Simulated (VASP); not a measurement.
Given:

```xyz
4
Lattice="2.2262 1.2853 7.2278 -2.2262 1.2853 7.2278 0.0000 -2.5706 7.2278" Properties=species:S:1:pos:R:3 pbc="T T T"
Al     0.0000     0.0000     0.0146
In     0.0000     0.0000    10.8322
Sb     0.0000     0.0000    19.0591
Sb     0.0000     0.0000     8.0398
```

Level of theory: LDA (Ceperley-Alder, Perdew-Zunger) with spin-orbit coupling, VASP's LDA PAW potentials (set 64) (plane waves; VASP 6.6.1). Settings: 400 eV cut-off, 5×5×5 Γ-centred mesh, Gaussian smearing of 0.050 eV, potentials Al In_d Sb.

Q: Give the energies of bands 19 to 32 at the high-symmetry points, in eV from the valence-band maximum.

A: 
```json
[
 {"band": "19", "Γ": "-1.24", "T": "-1.43", "H2": "-3.74", "L": "-3.19", "S0": "-3.85", "F": "-2.75"},
 {"band": "20", "Γ": "-1.24", "T": "-1.43", "H2": "-3.54", "L": "-3.19", "S0": "-3.64", "F": "-2.75"},
 {"band": "21", "Γ": "-0.77", "T": "-1.05", "H2": "-3.46", "L": "-3.02", "S0": "-3.44", "F": "-2.51"},
 {"band": "22", "Γ": "-0.77", "T": "-1.05", "H2": "-3.35", "L": "-3.02", "S0": "-3.27", "F": "-2.51"},
 {"band": "23", "Γ": "-0.14", "T": "-0.88", "H2": "-2.23", "L": "-2.26", "S0": "-2.35", "F": "-1.50"},
 {"band": "24", "Γ": "-0.14", "T": "-0.88", "H2": "-2.16", "L": "-2.26", "S0": "-2.26", "F": "-1.50"},
 {"band": "25", "Γ": "0.00", "T": "-0.41", "H2": "-2.07", "L": "-1.88", "S0": "-2.03", "F": "-1.07"},
 {"band": "26", "Γ": "0.00", "T": "-0.41", "H2": "-2.04", "L": "-1.88", "S0": "-2.01", "F": "-1.07"},
 {"band": "27", "Γ": "0.26", "T": "0.65", "H2": "1.48", "L": "1.13", "S0": "1.37", "F": "0.44"},
 {"band": "28", "Γ": "0.26", "T": "0.65", "H2": "1.53", "L": "1.13", "S0": "1.39", "F": "0.44"},
 {"band": "29", "Γ": "0.57", "T": "1.11", "H2": "1.87", "L": "1.76", "S0": "2.54", "F": "0.86"},
 {"band": "30", "Γ": "0.57", "T": "1.11", "H2": "1.91", "L": "1.76", "S0": "2.70", "F": "0.86"},
 {"band": "31", "Γ": "2.49", "T": "3.04", "H2": "4.05", "L": "3.57", "S0": "3.16", "F": "1.02"},
 {"band": "32", "Γ": "2.49", "T": "3.05", "H2": "4.16", "L": "3.57", "S0": "3.20", "F": "1.02"}
]
```

The gap is direct, 0.26 eV, from the valence maximum at Γ to the conduction minimum at Γ.

The structure comes from a computed database's AlInSb2 entry (R3m); how it stands against other phases isn't given here. It was relaxed first, which changed the volume by -7 %.
